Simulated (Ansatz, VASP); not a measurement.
# Cross-check of MgO2 between VASP and Ansatz, part 2 of 2

Aim: how closely do two programs agree when they are given the same cell, functional and k mesh? Of the first pair: The cell is taken from a series of runs on this material, whose earlier steps may have relaxed, scaled, displaced or heated it; both programs get it as it stands.

VASP 6.6.1 and Ansatz 0.2.0.

So far: The structure; VASP: relaxation of cell and atoms, PBEsol with D3(BJ); Ansatz: relaxation of cell and atoms, PBEsol with D3(BJ); Side by side; Ansatz: relaxation, PBEsol with D3(BJ).

**6. VASP: single point, PBEsol with D3(BJ), start cell, pair 2**

Level of this step: PBEsol with D3(BJ); plane waves and PAW (Mg, O) (VASP).

The same cell, functional and mesh now go to VASP, with its own data sets.

INCAR reads:

```
SYSTEM = MgO2
PREC = Accurate
ENCUT = 520
EDIFF = 1E-06
NELM = 120
ISMEAR = 0
SIGMA = 0.01
LREAL = .FALSE.
ALGO = Normal
GGA = PS
IVDW = 12
NBANDS = 13
LORBIT = 11
LWAVE = .FALSE.
LCHARG = .FALSE.
ISIF = 2
LASPH = .TRUE.
GGA_COMPAT = .FALSE.
EFERMI = MIDGAP
```

POSCAR reads:

```
MgO2
1.0
    1.5556650000      0.8981630000      3.4101800000
   -1.5556650000      0.8981630000      3.4101800000
    0.0000000000     -1.7963270000      3.4101800000
Mg O
1 2
Direct
    0.0000000000      0.0000000000      0.0000000000
    0.4291446800      0.4291446800      0.4291444411
    0.5708556033      0.5708556033      0.5708552855
```

KPOINTS reads:

```
Automatic mesh
0
Gamma
9 9 9
0 0 0
```

Potentials, in the order of the species: Mg and O (PBE family, release 64).

Started as:

```bash
$ mpirun -np 1 vasp_std
```

Numbers of over 12 decimals in the logs are rounded to 6 here.

Log:

```text
[banner, memory and clock lines left out]
running    1 mpi-ranks, on    1 nodes
[...]
[... a notice as in an earlier step ...]

 LDA part: xc-table for (Slater+PW92), standard interpolation
 POSCAR, INCAR and KPOINTS ok, starting setup
[...]
entering main loop
       N       E                     dE             d eps       ncg     rms          rms(c)
DAV:   1     0.482812080152E+02    0.48281E+02   -0.79163E+03  2434   0.999E+02
DAV:   2    -0.161834797789E+02   -0.64465E+02   -0.59899E+02  2805   0.208E+02
DAV:   3    -0.185276955049E+02   -0.23442E+01   -0.23366E+01  2730   0.393E+01
DAV:   4    -0.185372176080E+02   -0.95221E-02   -0.95218E-02  2410   0.281E+00
[...]
DAV:  11    -0.171897186308E+02   -0.32777E-04   -0.55552E-05  2350   0.664E-02    0.868E-03
DAV:  12    -0.171897206787E+02   -0.20479E-05   -0.45732E-06  2575   0.180E-02    0.232E-03
DAV:  13    -0.171897208387E+02   -0.16002E-06   -0.23877E-07  1598   0.487E-03
   1 F= -.17656566E+02 E0= -.17656566E+02  d E =0.000000E+00
```

OUTCAR, selected parts (step 6):

```text
 Edisp (eV)   -0.46685

  Total       0.54880     0.54880     1.44382     0.00000    -0.00000     0.00000
  in kB      30.75540    30.75538    80.91412     0.00000    -0.00001     0.00000
  external pressure =       47.47 kB  Pullay stress =        0.00 kB

 POSITION                                       TOTAL-FORCE (eV/Angst)
 -----------------------------------------------------------------------------------
      0.00000      0.00000      0.00000        -0.000000      0.000000     -0.000000
      0.00000     -0.00000      4.39038         0.000000      0.000000     -0.385903
      0.00000      0.00000      5.84016         0.000000     -0.000000      0.385903
 -----------------------------------------------------------------------------------
    total drift:                                0.000000     -0.001310     -0.001001

  FREE ENERGIE OF THE ION-ELECTRON SYSTEM (eV)
  ---------------------------------------------------
  free  energy   TOTEN  =       -17.6565664280 eV

  energy  without entropy=      -17.6565664280  energy(sigma->0) =      -17.65656643

[... 1 part as in an earlier step ...]

[... 2 further parts left out ...]
[key lines of the parts left out:]
E-fermi :   4.7534
```

The run ends at a pressure of 4.75 GPa, with forces up to 0.39 eV/Å.

**7. Side by side**

What differs besides the data sets and the points named for the pairs above, as far as they apply: the data sets hold 22 valence electrons in Ansatz (on its default PAW (the set named soft_2) files) and 14 in VASP; the cutoff is 420 eV in Ansatz and 520 eV in VASP. Total energies have different zeros and are not compared.

Forces (eV/Å; atoms numbered as in POSCAR):

| atom | Ansatz x, y, z | VASP x, y, z |
| --- | --- | --- |
| Mg1 | 0.000, 0.000, 0.000 | 0.000, 0.000, 0.000 |
| O2 | 0.000, 0.000, -0.164 | 0.000, 0.000, -0.386 |
| O3 | 0.000, 0.000, 0.164 | 0.000, 0.000, 0.386 |

The forces differ by 105 meV/Å r.m.s., which is 57.5 % of the r.m.s. force of 0.182 eV/Å (both taken over all components).

**8. What the set-up changes**

Further runs change the set-up of one program: Ansatz's method, potentials or start, or VASP's data sets, cutoff or form of LDA. The table gives that difference for each run.

| run | r.m.s. force difference (meV/Å) |
| --- | --- |
| as above | 105 |
| VASP with a cutoff of 600 eV (perhaps on Ansatz's relaxed cell) | 95 |

**9. Ansatz: relaxation, PBEsol with D3(BJ)**

The two programs are compared at the cell with which this relaxation starts, whose forces are those of its first step. The cell compared in this pair holds 30.36 Å³, against 28.59 Å³ for the pair before.

The structure compared here is the start of the Ansatz relaxation; VASP solves that cell, so the two are compared at the walk's first step.

input.yaml reads:

```yaml
crystal:
  lattice:
    - [1.5871006811, 0.9163130055, 3.479091422]
    - [-1.5871006811, 0.9163130055, 3.479091422]
    - [0.0, -1.8326260109, 3.479091422]
  atoms:
    - { symbol: Mg, position: [0.0, 0.0, 0.0] }
    - { symbol: O, position: [0.4291445267, 0.4291445267, 0.4291445267] }
    - { symbol: O, position: [0.5708554733, 0.5708554733, 0.5708554733] }
kpoints:
  mp_grid: { grid: [9, 9, 9] }
hamiltonian:
  xc: pbesol
  dispersion: d3bj
scf:
  occupations: { method: fixed }
output:
  forces: true
  stress: true
  eigenvalues: true
relax:
  adjacent_minimum: "off"
  f_tol: 0.001
  max_steps: 60
  cell: { stress_tol: 0.01, fix: [volume] }
```

Started as:

```bash
$ ansatz run input.yaml --threads 4 --pin off --max-ram 7168MiB --backend cpu --events-out ev --progress --plain --runs-dir out
```

Log:

```text
[...]
Crystal: 3 atoms, lattice volume = 30.357 Å³
Basis set: ecut = 420 eV, 605 PW (Γ), exchange–correlation on 54×54×54 points (8 copies of the dense FFT grid, shifted against one another)
Bands: 15, of which v1, the nominal top of the filled ones, is band 11 counted from 1 (10 counted from 0)
Symmetry: 12 space group operations
[...]
k-points: 85 of 729
[...]
--- Relaxed structure (5 steps of the walk, 5 accepted, 2 SCFs on fresh bases) ---
[...]
cell:  # Å, volume = 30.3575 Å³
    - [1.590225, 0.918117, 3.465433]
    - [-1.590225, 0.918117, 3.465433]
    - [0, -1.836234, 3.465433]
  atoms:
    - { symbol: Mg, position: [0, 0, 0] }
    - { symbol: O, position: [0.429166, 0.429166, 0.429166] }
    - { symbol: O, position: [0.570834, 0.570834, 0.570834] }
[key lines of the parts left out:]
SCF converged after 6 iterations
Free energy (F): -3034.098024 eV
Fermi energy:    6.657035 eV
P = ⅓ Tr σ = -3.7024 GPa (-37.024 kbar)
```

**10. VASP: single point, PBEsol with D3(BJ), start cell, pair 3**

The same cell, functional and mesh now go to VASP, with its own data sets.

INCAR is that of step 6.

POSCAR reads:

```
MgO2
1.0
    1.5871010000      0.9163130000      3.4790910000
   -1.5871010000      0.9163130000      3.4790910000
    0.0000000000     -1.8326260000      3.4790910000
Mg O
1 2
Direct
    0.0000000000      0.0000000000      0.0000000000
    0.4291445668      0.4291445668      0.4291445668
    0.5708555290      0.5708555290      0.5708555290
```

KPOINTS is that of step 6.

Started as:

```bash
$ mpirun -np 1 vasp_std
```

Log:

```text
[... set-up lines as in an earlier step ...]
 entering main loop
       N       E                     dE             d eps       ncg     rms          rms(c)
DAV:   1     0.497105051107E+02    0.49711E+02   -0.76783E+03  2442   0.984E+02
DAV:   2    -0.159657313074E+02   -0.65676E+02   -0.60875E+02  2800   0.207E+02
DAV:   3    -0.185007157116E+02   -0.25350E+01   -0.25249E+01  2678   0.402E+01
DAV:   4    -0.185110392668E+02   -0.10324E-01   -0.10323E-01  2483   0.293E+00
[...]
DAV:  11    -0.172214187714E+02   -0.31748E-04   -0.69429E-05  2325   0.729E-02    0.772E-03
DAV:  12    -0.172214209446E+02   -0.21732E-05   -0.38477E-06  2640   0.162E-02    0.246E-03
DAV:  13    -0.172214211600E+02   -0.21539E-06   -0.25827E-07  1593   0.497E-03
   1 F= -.17660443E+02 E0= -.17660443E+02  d E =0.000000E+00
```

From OUTCAR (step 10):

```text
 Edisp (eV)   -0.43902

  Total      -0.73660    -0.73660    -0.90207     0.00000     0.00000     0.00000
  in kB     -38.87572   -38.87571   -47.60883     0.00000     0.00000     0.00000
  external pressure =      -41.79 kB  Pullay stress =        0.00 kB

 POSITION                                       TOTAL-FORCE (eV/Angst)
 -----------------------------------------------------------------------------------
      0.00000      0.00000      0.00000         0.000000      0.000000     -0.000000
      0.00000      0.00000      4.47910         0.000000      0.000000     -0.047619
      0.00000      0.00000      5.95817         0.000000      0.000000      0.047619
 -----------------------------------------------------------------------------------
    total drift:                                0.000000     -0.000000     -0.001019

  FREE ENERGIE OF THE ION-ELECTRON SYSTEM (eV)
  ---------------------------------------------------
  free  energy   TOTEN  =       -17.6604430323 eV

  energy  without entropy=      -17.6604430323  energy(sigma->0) =      -17.66044303

[... 1 part as in an earlier step ...]

[... 2 further parts left out ...]
[key lines of the parts left out:]
E-fermi :   4.0049
```

The run ends at a pressure of -4.18 GPa, with forces up to 0.048 eV/Å.

**11. Side by side**

What differs besides the data sets and the points named for the pairs above, as far as they apply: the data sets hold 22 valence electrons in Ansatz (on its default PAW (the set named soft_2) files) and 14 in VASP. Total energies have different zeros and are not compared.

Forces (eV/Å; atoms numbered as in POSCAR):

| atom | Ansatz x, y, z | VASP x, y, z |
| --- | --- | --- |
| Mg1 | 0.000, 0.000, 0.000 | 0.000, 0.000, 0.000 |
| O2 | 0.000, 0.000, 0.147 | 0.000, 0.000, -0.048 |
| O3 | 0.000, 0.000, -0.147 | 0.000, 0.000, 0.048 |

The forces differ by 92 meV/Å r.m.s., where the r.m.s. force is 0.069 eV/Å in Ansatz and 0.022 eV/Å in VASP: the atoms lie near their places of rest in VASP, so a percentage would say little (all taken over all components).

**12. Further runs**

Further runs change the set-up of one program: Ansatz's method, potentials or start, or VASP's data sets, cutoff or form of LDA. The table gives that difference for each run.

| run | r.m.s. force difference (meV/Å) |
| --- | --- |
| as above | 92 |
| VASP with a cutoff of 600 eV (perhaps on Ansatz's relaxed cell) | 89 |

**13. Outcome**

```
difference in volume (relaxation of cell and atoms, PBEsol with D3(BJ))        : 0.37 %
r.m.s. force difference (single point, PBEsol with D3(BJ), start cell, pair 2) : 105 meV/Å
r.m.s. force difference (single point, PBEsol with D3(BJ), start cell, pair 3) : 92 meV/Å
```

The r.m.s. force difference is 105 meV/Å (single point, PBEsol with D3(BJ), start cell, pair 2), beyond the 12 meV/Å picked in this series as the mark of a large difference. The data sets hold unlike numbers of valence electrons (22 in Ansatz and 14 in VASP), so part of the differences comes from the potentials. 1 further run of this series is not shown here. Such differences can come from data sets, numerical settings and the points named under the comparisons, not from the functional's error against experiment.

[Lines on the potential files, build, host, timing and source positions are cut from VASP's logs without a mark.]

[Logs are printed without paths, hosts, clocks, repeated set-up lines and the standing remarks that a program may print on its own settings, such as how far it seeks lower states.]

[Hosts, paths, dates, database ids (printed as entryN), source tags and the programs' standing remarks are cut or masked in the printed files.]

[Rows of further runs with another cutoff or data set may stand on the cell that Ansatz relaxed, not on the start cell of the pair above them.]
